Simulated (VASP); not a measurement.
Level of theory: r2SCAN+rVV10, VASP's PBE PAW potentials (set 64) (plane waves; VASP).

Input for VASP

File KPOINTS:
```
Automatic mesh
0
Gamma
 13 13 13
0 0 0
```

POSCAR:
```
Li
1
   -1.7212788894     1.7212788894     1.7212788894
    1.7212788894    -1.7212788894     1.7212788894
    1.7212788894     1.7212788894    -1.7212788894
Li
1
Direct
  0.0000000000   0.0000000000   0.0000000000
```

INCAR:
```
! general
SYSTEM   = Li
PREC     = Accurate
ENCUT    = 520
LREAL    = .FALSE.
LASPH    = .TRUE.

! electronic loop
EDIFF    = 1E-6
NELM     = 100
ALGO     = Normal
LMIXTAU  = .TRUE.

! smearing
ISMEAR   = 1
SIGMA    = 0.1

! functional
METAGGA  = R2SCAN
LUSE_VDW = .TRUE.
BPARAM   = 11.95
CPARAM   = 0.0093

! ions
IBRION   = 2
NSW      = 60
ISIF     = 3
EDIFFG   = -0.01

! output
LWAVE    = .FALSE.
LCHARG   = .FALSE.
```

POTCAR, in this order: Li_sv (PBE.64 set). Program: vasp_std.

The resulting files:

File OSZICAR:
```
       N       E                     dE             d eps       ncg     rms          rms(c)
DAV:   1     0.341039617078E+00    0.34104E+00   -0.69351E+02   860   0.410E+02
DAV:   2    -0.236701373779E+01   -0.27081E+01   -0.25687E+01  1165   0.646E+01
DAV:   3    -0.257202797156E+01   -0.20501E+00   -0.20503E+00  1060   0.110E+01
DAV:   4    -0.257611017062E+01   -0.40822E-02   -0.40822E-02  1095   0.171E+00
DAV:   5    -0.257613876162E+01   -0.28591E-04   -0.28591E-04  1095   0.138E-01    0.135E-01
DAV:   6    -0.215410972408E+01    0.42203E+00   -0.15757E-01  1205   0.281E+00    0.333E-01
DAV:   7    -0.217649542499E+01   -0.22386E-01   -0.15188E-02  1065   0.173E+00    0.259E-01
DAV:   8    -0.224070770099E+01   -0.64212E-01   -0.38981E-02   920   0.215E+00    0.407E-02
DAV:   9    -0.229853589646E+01   -0.57828E-01   -0.25772E-02   910   0.265E+00    0.291E-02
DAV:  10    -0.229138138025E+01    0.71545E-02   -0.13287E-02   840   0.199E+00    0.546E-02
DAV:  11    -0.229430880211E+01   -0.29274E-02   -0.20349E-03   840   0.745E-01    0.153E-02
DAV:  12    -0.229513553327E+01   -0.82673E-03   -0.40228E-04   860   0.361E-01    0.799E-03
DAV:  13    -0.229482250956E+01    0.31302E-03   -0.13092E-04   850   0.174E-01    0.722E-03
DAV:  14    -0.229488902488E+01   -0.66515E-04   -0.12231E-04   850   0.185E-01    0.266E-03
DAV:  15    -0.229490158097E+01   -0.12556E-04   -0.21786E-06  1065   0.182E-02    0.138E-03
DAV:  16    -0.229489762792E+01    0.39530E-05   -0.89975E-07   865   0.156E-02    0.651E-04
DAV:  17    -0.229490015279E+01   -0.25249E-05   -0.55762E-08   465   0.389E-03    0.355E-04
DAV:  18    -0.229490043939E+01   -0.28660E-06   -0.17756E-08   435   0.204E-03
   1 F= -.22949004E+01 E0= -.22948663E+01  d E =-.229490E+01
```

File OUTCAR:
```
------------------------ aborting loop because EDIFF is reached ----------------------------------------
  FORCE on cell =-STRESS in cart. coord.  units (eV):
  Direction    XX          YY          ZZ          XY          YZ          ZX
  --------------------------------------------------------------------------------------
  Total       -0.0019186     -0.0019186     -0.0019186      0.0000000      0.0000000     -0.0000000
  in kB       -0.1506857     -0.1506857     -0.1506857      0.0000000      0.0000000     -0.0000000
  external PRESSURE =      -0.1506857 kB  Pullay stress =       0.0000000 kB
  volume of cell :       20.40
      direct lattice vectors                 reciprocal lattice vectors
    -1.721278889  1.721278889  1.721278889     0.000000000  0.290481690  0.290481690
     1.721278889 -1.721278889  1.721278889     0.290481690  0.000000000  0.290481690
     1.721278889  1.721278889 -1.721278889     0.290481690  0.290481690  0.000000000
 POSITION                                       TOTAL-FORCE (eV/Angst)
 -----------------------------------------------------------------------------------
      0.00000      0.00000      0.00000         0.000000     -0.000000      0.000000
 -----------------------------------------------------------------------------------
    total drift:                               -0.000000     -0.000000      0.000000
  FREE ENERGIE OF THE ION-ELECTRON SYSTEM (eV)
  ---------------------------------------------------
  free  energy   TOTEN  =        -2.2949004394 eV

  energy  without entropy=       -2.2947979076  energy(sigma->0) =       -2.29486626

 reached required accuracy - stopping structural energy minimisation
```
(Selected blocks of OUTCAR.)

The compound is Li in the bcc structure. It was relaxed first. The start is the result of an earlier pass.
